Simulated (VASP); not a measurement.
# Na2ZrS2 (I4/mmm) in VASP: notebook

One crystal, Na2ZrS2, is run at these levels: PBE+U; tasks: relaxation of cell and atoms.

All numbers are computed with VASP 6.6.1; they aren't measurements. Logs are shortened: lines on timing, memory, paths and dates and some standing lists are left out, and cuts for length are marked.

### 1 The crystal as given

It takes space group I4/mmm (No. 139, tetragonal). The conventional cell has a = 4.952 Å, b = 4.952 Å, c = 8.081 Å, α = 90.00°, β = 90.00°, γ = 90.00°. Na (site symmetry 4mm) is surrounded by 1 Na at 2.31 Å and 4 S at 2.62 Å. Zr (site symmetry 4/mmm) is surrounded by 2 Na at 2.88 Å and 8 S at 3.20 Å. S (site symmetry -4m2) has 4 Na at 2.62 Å as nearest neighbours.

The cell was built by a generator and needn't be a form met in nature.

### 2 Relaxation of cell and atoms, PBE+U

INCAR

```
SYSTEM = Na2ZrS2
ALGO = Normal ; EDIFF = 1E-6
EDIFFG = -0.005 ; ENCUT = 600
GGA = PE ; IBRION = 2
ISIF = 3 ; ISMEAR = -1
LASPH = .True. ; LCHARG = .False.
LDAU = .True. ; LDAUJ = 0 0 0
LDAUL = -1 2 -1 ; LDAUPRINT = 1
LDAUTYPE = 2 ; LDAUU = 0 6 0
LMAXMIX = 4 ; LREAL = .False.
LWAVE = .False. ; NELM = 80
NSW = 40 ; PREC = Accurate
SIGMA = 0.05
```

KPOINTS

```
k-points
0
Gamma
  6 6 6
  0 0 0
```

POSCAR

```
Na2ZrS2
1.0
   -2.4761800000      2.4761800000      4.0403500000
    2.4761800000     -2.4761800000      4.0403500000
    2.4761800000      2.4761800000     -4.0403500000
Na Zr S
2 1 2
Direct
    0.3567700000      0.3567700000      0.0000000000
    0.6432300000      0.6432300000      0.0000000000
    0.0000000000      0.0000000000      0.0000000000
    0.7500000000      0.2500000000      0.5000000000
    0.2500000000      0.7500000000      0.5000000000
```

Potentials or basis: VASP PAW PBE potentials, release 64 (Na_pv, Zr_sv, S).

The run is started by

```sh
$ cat potpaw_PBE.64/Na_pv/POTCAR potpaw_PBE.64/Zr_sv/POTCAR potpaw_PBE.64/S/POTCAR > POTCAR
$ mpirun -np 1 vasp_std > vasp.out
```

OUTCAR:

```text
SYSTEM = Na2ZrS2
   EDIFF = 1E-6
   EDIFFG = -0.005
   ENCUT = 600
   GGA = PE
   IBRION = 2
   ISIF = 3
   ISMEAR = -1
   LASPH = .True.
   LREAL = .False.
   NELM = 80
   NSW = 40
   PREC = Accurate

 ion  position               nearest neighbor table
   1  0.357  0.357  0.000-   2 2.31   5 2.62   4 2.62   4 2.62   5 2.62   3 2.88
   2  0.643  0.643  0.000-   1 2.31   4 2.62   5 2.62   4 2.62   5 2.62   3 2.88
   3  0.000  0.000  0.000-   1 2.88   2 2.88   4 3.20   5 3.20   4 3.20   5 3.20   4 3.20   5 3.20
                             4 3.20   5 3.20
   4  0.750  0.250  0.500-   1 2.62   2 2.62   1 2.62   2 2.62   3 3.20   3 3.20   3 3.20   3 3.20

   5  0.250  0.750  0.500-   1 2.62   2 2.62   1 2.62   2 2.62   3 3.20   3 3.20   3 3.20   3 3.20

  LATTYP: Found a body centered tetragonal cell.
 ALAT       =     4.9523600000
 C/A-ratio  =     1.6316867110

  Lattice vectors:

 A1 = (  -2.4761800000,   2.4761800000,   4.0403500000)
 A2 = (   2.4761800000,  -2.4761800000,   4.0403500000)
 A3 = (   2.4761800000,   2.4761800000,  -4.0403500000)

Analysis of symmetry for initial positions (statically):
=====================================================================
 Subroutine PRICEL returns:
 Original cell was already a primitive cell.

 Routine SETGRP: Setting up the symmetry group for a
 body centered tetragonal supercell.

 Subroutine GETGRP returns: Found 16 space group operations
 (whereof 16 operations were pure point group operations)
 out of a pool of 16 trial point group operations.

The static configuration has the point symmetry D_4h.

Analysis of symmetry for dynamics (positions and initial velocities):
=====================================================================
 Subroutine PRICEL returns:
 Original cell was already a primitive cell.

 Routine SETGRP: Setting up the symmetry group for a
 body centered tetragonal supercell.

 Subroutine GETGRP returns: Found 16 space group operations
 (whereof 16 operations were pure point group operations)
 out of a pool of 16 trial point group operations.

The dynamic configuration has the point symmetry D_4h.

 Subroutine INISYM returns: Found 16 space group operations
 (whereof 16 operations are pure point group operations),
 and found     1 'primitive' translations

[... 272 lines left out ...]

 number of electron      38.0000000 magnetization

------------------------ aborting loop because EDIFF is reached ----------------------------------------
[... 67 lines left out ...]
  FREE ENERGIE OF THE ION-ELECTRON SYSTEM (eV)
  ---------------------------------------------------
  free  energy   TOTEN  =       -17.1958438268 eV

  energy  without entropy=      -17.1555078901  energy(sigma->0) =      -17.17567586

atom =   3  type =  2  l = 2

 onsite density matrix

spin component  1

  0.1989 -0.0000 -0.0000  0.0000  0.0000
 -0.0000  0.0599 -0.0000  0.0000 -0.0000
 -0.0000 -0.0000  0.2720 -0.0000 -0.0000
  0.0000  0.0000 -0.0000  0.0599  0.0000
  0.0000 -0.0000 -0.0000  0.0000  0.0450

spin component  2

  0.1989 -0.0000 -0.0000  0.0000  0.0000
 -0.0000  0.0599 -0.0000  0.0000 -0.0000
 -0.0000 -0.0000  0.2720 -0.0000 -0.0000
  0.0000  0.0000 -0.0000  0.0599  0.0000
  0.0000 -0.0000 -0.0000  0.0000  0.0450

 occupancies and eigenvectors

  o =  0.0450  v =  0.0000 -0.0000  0.0000 -0.0000 -1.0000  0.0000  0.0000  0.0000  0.0000  0.0000      0.0000  0.0000  0.0000  0.0000  0.0000  0.0000  0.0000  0.0000  0.0000  0.0000
  o =  0.0450  v =  0.0000  0.0000  0.0000  0.0000  0.0000  0.0000 -0.0000  0.0000 -0.0000 -1.0000      0.0000  0.0000  0.0000  0.0000  0.0000  0.0000  0.0000  0.0000  0.0000  0.0000
  o =  0.0599  v =  0.0000  0.0000  0.0000  0.0000  0.0000  0.0000 -0.9824  0.0000  0.1867  0.0000      0.0000  0.0000  0.0000  0.0000  0.0000  0.0000  0.0000  0.0000  0.0000  0.0000
  o =  0.0599  v =  0.0000 -0.9824  0.0000  0.1867  0.0000  0.0000  0.0000  0.0000  0.0000  0.0000      0.0000  0.0000  0.0000  0.0000  0.0000  0.0000  0.0000  0.0000  0.0000  0.0000
  o =  0.0599  v =  0.0000  0.1867 -0.0000  0.9824 -0.0000  0.0000  0.0000  0.0000  0.0000  0.0000      0.0000  0.0000  0.0000  0.0000  0.0000  0.0000  0.0000  0.0000  0.0000  0.0000
  o =  0.0599  v =  0.0000  0.0000  0.0000  0.0000  0.0000  0.0000  0.1867 -0.0000  0.9824 -0.0000      0.0000  0.0000  0.0000  0.0000  0.0000  0.0000  0.0000  0.0000  0.0000  0.0000
  o =  0.1989  v =  1.0000  0.0000  0.0000  0.0000  0.0000  0.0000  0.0000  0.0000  0.0000  0.0000      0.0000  0.0000  0.0000  0.0000  0.0000  0.0000  0.0000  0.0000  0.0000  0.0000
  o =  0.1989  v =  0.0000  0.0000  0.0000  0.0000  0.0000  1.0000  0.0000  0.0000  0.0000  0.0000      0.0000  0.0000  0.0000  0.0000  0.0000  0.0000  0.0000  0.0000  0.0000  0.0000
  o =  0.2720  v =  0.0000  0.0000  0.0000  0.0000  0.0000  0.0000  0.0000  1.0000  0.0000  0.0000      0.0000  0.0000  0.0000  0.0000  0.0000  0.0000  0.0000  0.0000  0.0000  0.0000
  o =  0.2720  v =  0.0000  0.0000  1.0000  0.0000  0.0000  0.0000  0.0000  0.0000  0.0000  0.0000      0.0000  0.0000  0.0000  0.0000  0.0000  0.0000  0.0000  0.0000  0.0000  0.0000

--------------------------------------- Ionic step       10  -------------------------------------------

 number of electron      38.0000000 magnetization

 Free energy of the ion-electron system (eV)
  ---------------------------------------------------
  ext. energy  EPLUGINS =         0.00000000
  ---------------------------------------------------
  free energy    TOTEN  =       -17.19584987 eV

  energy without entropy =      -17.15554272  energy(sigma->0) =      -17.17569629

 E-fermi :   5.7849     XC(G=0):  -9.6619

 val. band max:        5.7838080977   @ k =  -0.3333   0.3333   0.3333
 cond. band min:       5.7887462843   @ k =  -0.1667   0.5000   0.1667
 fundamental gap:      0.0049381865
 Fermi energy:         5.7849402491

 k-point     1 :       0.0000    0.0000    0.0000
  band No.  band energies     occupation
      1     -46.2340      2.00000
      2     -24.1450      2.00000
      3     -24.1450      2.00000
      4     -24.0515      2.00000
      5     -19.0399      2.00000
      6     -18.6462      2.00000
[... 613 lines left out ...]
     22       7.5867      0.00000
     23       7.6750      0.00000

 [... further k-points ...]

------------------------ aborting loop because EDIFF is reached ----------------------------------------

  FORCE on cell =-STRESS in cart. coord.  units (eV):
  Direction    XX          YY          ZZ          XY          YZ          ZX
  --------------------------------------------------------------------------------------
  -------------------------------------------------------------------------------------
  Total       -0.0163351     -0.0163351     -0.0014762      0.0000000      0.0000000      0.0000000
  in kB       -0.2609768     -0.2609768     -0.0235851      0.0000000      0.0000000      0.0000000
  external PRESSURE =      -0.1818462 kB  Pullay stress =       0.0000000 kB
[... 20 lines left out ...]
  FREE ENERGIE OF THE ION-ELECTRON SYSTEM (eV)
  ---------------------------------------------------
  free  energy   TOTEN  =       -17.1958498680 eV

  energy  without entropy=      -17.1555427215  energy(sigma->0) =      -17.17569629

 reached required accuracy - stopping structural energy minimisation
```

OSZICAR:

```text
N       E                     dE             d eps       ncg     rms          rms(c)
DAV:   1     0.425192762299E+03    0.42519E+03   -0.20649E+04  1380   0.197E+03
DAV:   2     0.231154908700E+02   -0.40208E+03   -0.39554E+03  1436   0.508E+02
DAV:   3    -0.188191054397E+02   -0.41935E+02   -0.41422E+02  1746   0.153E+02
DAV:   4    -0.211135167817E+02   -0.22944E+01   -0.22830E+01  2290   0.312E+01
[... 86 lines left out ...]
       N       E                     dE             d eps       ncg     rms          rms(c)
DAV:   1    -0.171958692072E+02   -0.24672E-04   -0.10411E-03  1513   0.287E-01    0.300E-02
DAV:   2    -0.171958558968E+02    0.13310E-04   -0.41933E-05  1773   0.480E-02    0.164E-02
DAV:   3    -0.171958500732E+02    0.58236E-05   -0.18267E-05  2083   0.322E-02    0.618E-03
DAV:   4    -0.171958498680E+02    0.20519E-06   -0.13101E-06  1195   0.638E-03
  10 F= -.17195850E+02 E0= -.17175696E+02  d E =-.604122E-05
```

Run time: 15 min. Hardware: 1 thread of AMD EPYC 7R13 (Zen 3), shared host; peak memory 0.36 GiB.

Results:

| Property | Result |
| --- | --- |
| Free energy | -17.1958 eV |
| Relaxed volume | 20.06 Å³/atom |
| Relaxed cell | a = 5.416 Å, b = 5.416 Å, c = 5.416 Å, α = 126.05°, β = 126.05°, γ = 79.80° |
| Space group after relaxing (to 0.05 Å) | I4/mmm (No. 139) |
| Energy gained by relaxing | 8.0 meV/atom |
| Ionic steps | 10 |
| Pressure after relaxing | 0.0 GPa |
| Band gap on the k mesh | none (metal or under the smearing width) |

Forces in eV/Å, atoms in the order of the input:
```
Na   0.000  0.000  0.002
Na   0.000  0.000 -0.002
Zr   0.000  0.000  0.000
S    0.000  0.000  0.000
S    0.000  0.000  0.000
```

Step by step:
| step | energy change (eV) | largest force (eV/Å) | pressure (GPa) | volume (Å³) |
| --- | --- | --- | --- | --- |
| 1 | 0.0000 | 0.1583 | 0.43 | 99.09 |
| 2 | -0.0387 | 0.0396 | 0.20 | 99.83 |
| 3 | -0.0400 | 0.0157 | 0.16 | 99.99 |
| 4 | -0.0400 | 0.0187 | 0.16 | 99.97 |
| 5 | -0.0401 | 0.0028 | -0.02 | 100.27 |
| 6 | -0.0401 | 0.0056 | 0.01 | 100.24 |
| 7 | -0.0401 | 0.0032 | 0.00 | 100.25 |
| 8 | -0.0401 | 0.0022 | 0.02 | 100.25 |
| 9 | -0.0401 | 0.0015 | 0.03 | 100.26 |
| 10 | -0.0401 | 0.0024 | -0.02 | 100.28 |

Final structure:
```cif
data_structure
_symmetry_space_group_name_H-M 'P 1'
_symmetry_Int_Tables_number 1
_cell_length_a 5.4158
_cell_length_b 5.4158
_cell_length_c 5.4158
_cell_angle_alpha 126.055
_cell_angle_beta 126.055
_cell_angle_gamma 79.798
_cell_volume 100.28
loop_
_atom_site_label
_atom_site_type_symbol
_atom_site_fract_x
_atom_site_fract_y
_atom_site_fract_z
_atom_site_occupancy
Na1 Na 0.35800 0.35800 0.00000 1
Na2 Na 0.64200 0.64200 0.00000 1
Zr1 Zr 0.00000 0.00000 0.00000 1
S1 S 0.75000 0.25000 0.50000 1
S2 S 0.25000 0.75000 0.50000 1
```

Levels at points of the mesh, in eV from the Fermi level:
| k point | band 15 | band 16 | band 17 | band 18 | band 19 | band 20 | band 21 | band 22 | band 23 |
| --- | --- | --- | --- | --- | --- | --- | --- | --- | --- |
| (0.00, 0.00, 0.00) | -3.85 | -3.18 | -1.74 | -1.74 | -1.26 | 0.13 | 0.18 | 2.39 | 2.39 |
| (0.50, 0.00, 0.00) | -3.73 | -3.65 | -3.41 | -3.25 | 0.06 | 0.11 | 1.50 | 2.27 | 2.40 |
| (0.50, 0.50, 0.00) | -4.12 | -3.00 | -1.66 | -1.30 | -0.91 | 0.31 | 1.61 | 2.08 | 2.15 |
| (0.50, 0.50, 0.50) | -4.36 | -2.06 | -1.98 | -1.98 | -0.71 | 0.51 | 0.98 | 1.67 | 1.67 |

Eigenvalues of the final occupation matrices:
| site | spin | trace | eigenvalues |
| --- | --- | --- | --- |
| site 3 d | 1 | 0.64 | 0.04 0.06 0.06 0.20 0.27 |
| site 3 d | 2 | 0.64 | 0.04 0.06 0.06 0.20 0.27 |

Caveat: U without spin polarisation on a metal has little footing.

### 3 Relaxation of cell and atoms, PBE+U

INCAR: that of step 2 with these lines changed.

```diff
@@ -8,3 +8,3 @@
 LDAUL = -1 2 -1 ; LDAUPRINT = 1
-LDAUTYPE = 2 ; LDAUU = 0 6 0
+LDAUTYPE = 2 ; LDAUU = 0 8 0
 LMAXMIX = 4 ; LREAL = .False.
```

KPOINTS is that of step 2.

POSCAR is that of step 2.

Potentials or basis: VASP PAW PBE potentials, release 64 (Na_pv, Zr_sv, S).

The run is started by

```sh
$ cat potpaw_PBE.64/Na_pv/POTCAR potpaw_PBE.64/Zr_sv/POTCAR potpaw_PBE.64/S/POTCAR > POTCAR
$ mpirun -np 1 vasp_std > vasp.out
```

It took 14 min on 1 thread of AMD EPYC 7R13 (Zen 3), shared host; peak memory 0.36 GiB.

It converged, with:

- Free energy: -16.2039 eV
- Relaxed volume: 20.22 Å³/atom
- Relaxed cell: a = 5.439 Å, b = 5.439 Å, c = 5.439 Å, α = 126.27°, β = 126.27°, γ = 79.44°
- Space group after relaxing (to 0.05 Å): I4/mmm (No. 139)
- Energy gained by relaxing: 11.5 meV/atom
- Ionic steps: 7
- Pressure after relaxing: 0.0 GPa
- Band gap on the k mesh: none (metal or under the smearing width)

Forces on the atoms (eV/Å):
```
Na   0.000  0.000  0.002
Na   0.000  0.000 -0.002
Zr   0.000  0.000  0.000
S    0.000  0.000  0.000
S    0.000  0.000  0.000
```

Step by step:
```tsv
step	energy change (eV)	largest force (eV/Å)	pressure (GPa)	volume (Å³)
1	0.0000	0.2104	0.90	99.09
2	-0.0553	0.0419	0.19	100.66
3	-0.0576	0.0025	0.02	101.08
4	-0.0576	0.0064	0.03	101.04
5	-0.0576	0.0036	0.00	101.09
6	-0.0576	0.0049	0.01	101.08
7	-0.0576	0.0024	0.00	101.09
```

Final structure:
```
Na Zr S
1.0
    -2.45780    2.45780    4.18377
     2.45780   -2.45780    4.18377
     2.45780    2.45780   -4.18377
Na Zr S
2 1 2
Direct
  0.35837 0.35837 0.00000
  0.64163 0.64163 0.00000
  0.00000 0.00000 0.00000
  0.75000 0.25000 0.50000
  0.25000 0.75000 0.50000
```

Levels at points of the mesh, in eV from the Fermi level:
| k point | band 17 | band 18 | band 19 | band 20 | band 21 | band 22 |
| --- | --- | --- | --- | --- | --- | --- |
| (0.00, 0.00, 0.00) | -1.79 | -1.79 | -1.39 | 0.11 | 0.14 | 2.24 |
| (0.50, 0.00, 0.00) | -3.48 | -3.30 | 0.10 | 0.13 | 1.71 | 2.08 |
| (0.50, 0.50, 0.00) | -1.67 | -1.34 | -1.00 | 0.35 | 1.79 | 1.96 |
| (0.50, 0.50, 0.50) | -1.99 | -1.99 | -0.72 | 0.53 | 1.13 | 1.81 |

Eigenvalues of the final occupation matrices:
| site | spin | trace | eigenvalues |
| --- | --- | --- | --- |
| site 3 d | 1 | 0.58 | 0.04 0.05 0.05 0.20 0.24 |
| site 3 d | 2 | 0.58 | 0.04 0.05 0.05 0.20 0.24 |

Caveat: U without spin polarisation on a metal has little footing.
